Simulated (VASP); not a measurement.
```
CELL_PARAMETERS angstrom
      1.82645    -3.16351     0.00000
      1.82645     3.16351     0.00000
      0.00000     0.00000     5.26314
ATOMIC_POSITIONS crystal
  Pt 0.00000 0.00000 0.00000
  Se 0.33333 0.66667 0.24159
  Se 0.66667 0.33333 0.75841
```

These are revTPSS meta-GGA, VASP's PBE PAW potentials (set 64) (plane waves; VASP) values and carry that method's errors. Settings: 520 eV cut-off, 10×10×6 Γ-centred mesh, first-order Methfessel-Paxton smearing of 0.10 eV, potentials Pt Se.

Without a dispersion term in the relaxation, distances and binding between the weakly bound layers, chains or molecules are unreliable, and so is what depends on them.

The ions and cell shape at fixed volume are relaxed. Predict the relaxed structure.

```
CELL_PARAMETERS angstrom
      1.87290    -3.24396     0.00000
      1.87290     3.24396     0.00000
      0.00000     0.00000     5.00533
ATOMIC_POSITIONS crystal
  Pt 0.00000 0.00000 0.00000
  Se 0.33333 0.66667 0.25657
  Se 0.66667 0.33333 0.74343
```
Space group P-3m1 (164), at a tolerance of 0.03 Å.

How much energy does the relaxation gain?

The energy (σ→0) changes by -30.0 meV/atom, in 6 ionic steps.

```csv
step,E(σ→0) (eV),max force (eV/Å),pressure (GPa),volume (Å³)
1,41.7137,0.829,8.50,60.82
2,41.6550,0.343,5.02,60.82
3,41.6354,0.230,1.01,60.82
4,41.6344,0.124,1.71,60.82
5,41.6265,0.065,1.33,60.82
6,41.6238,0.007,0.91,60.82
```

The compound is PtSe2 in the 1T layered structure. This cell is one point of a volume scan, at 0.94 of the reference volume. Symmetry was kept, so distortions that lower it aren't found.
